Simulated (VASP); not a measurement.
Output of a VASP run:

File OSZICAR:
```
       N       E                     dE             d eps       ncg     rms          rms(c)
DAV:   1     0.309350957543E+02    0.30935E+02   -0.33854E+03   560   0.843E+02
DAV:   2    -0.137160646203E+02   -0.44651E+02   -0.44235E+02   632   0.145E+02
DAV:   3    -0.166378964560E+02   -0.29218E+01   -0.29209E+01   784   0.412E+01
DAV:   4    -0.167232105049E+02   -0.85314E-01   -0.85337E-01   920   0.598E+00
DAV:   5    -0.167240123222E+02   -0.80182E-03   -0.80211E-03   872   0.425E-01    0.944E-01
DAV:   6    -0.142378226059E+02    0.24862E+01   -0.12233E+00   560   0.585E+00    0.770E-01
DAV:   7    -0.133325276503E+02    0.90529E+00   -0.31064E-01   560   0.565E+00    0.597E-01
DAV:   8    -0.138553086042E+02   -0.52278E+00   -0.17833E-01   560   0.514E+00    0.400E-01
DAV:   9    -0.133775254444E+02    0.47778E+00   -0.95842E-02   560   0.374E+00    0.134E-01
DAV:  10    -0.136132249837E+02   -0.23570E+00   -0.27564E-01   640   0.463E+00    0.157E-01
DAV:  11    -0.136143783486E+02   -0.11534E-02   -0.45193E-03   928   0.638E-01    0.155E-01
DAV:  12    -0.136333851992E+02   -0.19007E-01   -0.21789E-03   624   0.580E-01    0.125E-01
DAV:  13    -0.136265989111E+02    0.67863E-02   -0.50958E-04   704   0.289E-01    0.124E-01
DAV:  14    -0.136369932138E+02   -0.10394E-01   -0.17177E-02   560   0.196E+00    0.822E-02
DAV:  15    -0.136384508593E+02   -0.14576E-02   -0.66170E-04   768   0.377E-01    0.698E-02
DAV:  16    -0.136288423688E+02    0.96085E-02   -0.15711E-02   560   0.203E+00    0.494E-02
DAV:  17    -0.136264493059E+02    0.23931E-02   -0.97935E-04   664   0.349E-01    0.514E-02
DAV:  18    -0.136261296315E+02    0.31967E-03   -0.20153E-03   560   0.736E-01    0.343E-02
DAV:  19    -0.136261799048E+02   -0.50273E-04   -0.34726E-03   560   0.631E-01    0.254E-02
DAV:  20    -0.136262640607E+02   -0.84156E-04   -0.17850E-04   848   0.131E-01    0.273E-02
DAV:  21    -0.136262097013E+02    0.54359E-04   -0.85511E-06   736   0.268E-02    0.275E-02
DAV:  22    -0.136265337519E+02   -0.32405E-03   -0.10770E-04   560   0.879E-02    0.274E-02
DAV:  23    -0.136265598245E+02   -0.26073E-04   -0.18984E-05   720   0.663E-02    0.294E-02
DAV:  24    -0.136266406258E+02   -0.80801E-04   -0.80070E-05   576   0.131E-01    0.329E-02
DAV:  25    -0.136264267609E+02    0.21386E-03   -0.13731E-04   560   0.149E-01    0.318E-02
DAV:  26    -0.136264186442E+02    0.81167E-05   -0.24072E-04   560   0.171E-01    0.224E-02
DAV:  27    -0.136264876388E+02   -0.68995E-04   -0.73578E-05   560   0.949E-02    0.133E-02
DAV:  28    -0.136265186220E+02   -0.30983E-04   -0.13980E-05   680   0.495E-02    0.901E-03
DAV:  29    -0.136265186465E+02   -0.24429E-07   -0.37191E-05   560   0.615E-02    0.608E-03
DAV:  30    -0.136265407823E+02   -0.22136E-04   -0.33973E-05   576   0.722E-02    0.372E-03
DAV:  31    -0.136265320613E+02    0.87210E-05   -0.93611E-06   560   0.411E-02    0.307E-03
DAV:  32    -0.136265282356E+02    0.38257E-05   -0.33020E-06   608   0.286E-02    0.231E-03
DAV:  33    -0.136265278097E+02    0.42583E-06   -0.70439E-07   592   0.105E-02    0.964E-04
DAV:  34    -0.136265275743E+02    0.23546E-06   -0.28386E-07   640   0.881E-03    0.525E-04
DAV:  35    -0.136265269594E+02    0.61494E-06   -0.54559E-07   592   0.903E-03    0.526E-04
DAV:  36    -0.136265271612E+02   -0.20189E-06   -0.14962E-07   640   0.543E-03    0.474E-04
DAV:  37    -0.136265271351E+02    0.26174E-07   -0.22978E-08   720   0.222E-03
   1 F= -.13626527E+02 E0= -.13626349E+02  d E =-.534488E-03
```

**OUTCAR**
```
------------------------ aborting loop because EDIFF is reached ----------------------------------------
  FORCE on cell =-STRESS in cart. coord.  units (eV):
  Direction    XX          YY          ZZ          XY          YZ          ZX
  --------------------------------------------------------------------------------------
  Total       -0.0529974     -0.0529974     -0.0529974      0.0000000     -0.0000000      0.0000000
  in kB       -0.8938608     -0.8938608     -0.8938608      0.0000000     -0.0000000      0.0000000
  external PRESSURE =      -0.8938608 kB  Pullay stress =       0.0000000 kB
  volume of cell :       94.99
      direct lattice vectors                 reciprocal lattice vectors
    -2.874385197  2.874385197  2.874385197     0.000000000  0.173950242  0.173950242
     2.874385197 -2.874385197  2.874385197     0.173950242  0.000000000  0.173950242
     2.874385197  2.874385197 -2.874385197     0.173950242  0.173950242  0.000000000
 POSITION                                       TOTAL-FORCE (eV/Angst)
 -----------------------------------------------------------------------------------
      0.00000      0.00000      0.00000         0.000000     -0.000000      0.000000
 -----------------------------------------------------------------------------------
    total drift:                                0.000000     -0.000000     -0.000000
  FREE ENERGIE OF THE ION-ELECTRON SYSTEM (eV)
  ---------------------------------------------------
  free  energy   TOTEN  =       -13.6265271351 eV

  energy  without entropy=      -13.6259926471  energy(sigma->0) =      -13.62634897
```
(Selected blocks of OUTCAR.)

### POSCAR
```
Rb
1
   -2.8743851968     2.8743851968     2.8743851968
    2.8743851968    -2.8743851968     2.8743851968
    2.8743851968     2.8743851968    -2.8743851968
Rb
1
Direct
  0.0000000000   0.0000000000   0.0000000000
```

### Question
Reconstruct the remaining input files.

### Answer
One answer among several that fit: the input of the run itself, r2SCAN+rVV10, plane waves, VASP's PBE PAW potentials (set 64).

**INCAR**
```
! general
SYSTEM   = Rb
PREC     = Accurate
ENCUT    = 520
LREAL    = .FALSE.
LASPH    = .TRUE.

! electronic loop
EDIFF    = 1E-7
NELM     = 100
ALGO     = Normal
LMAXMIX  = 4
LMIXTAU  = .TRUE.

! smearing
ISMEAR   = 1
SIGMA    = 0.1

! functional
METAGGA  = R2SCAN
LUSE_VDW = .TRUE.
BPARAM   = 11.95
CPARAM   = 0.0093

! ions
ISIF     = 2

! output
LWAVE    = .FALSE.
LCHARG   = .FALSE.
```

File KPOINTS:
```
K-points
0
Gamma
9 9 9
```

POTCAR, in this order: Rb_sv (PBE.64 set). Program: vasp_std.

The compound is Rb in the bcc structure. This cell is one point of a volume scan, at 1.03 of the reference volume.
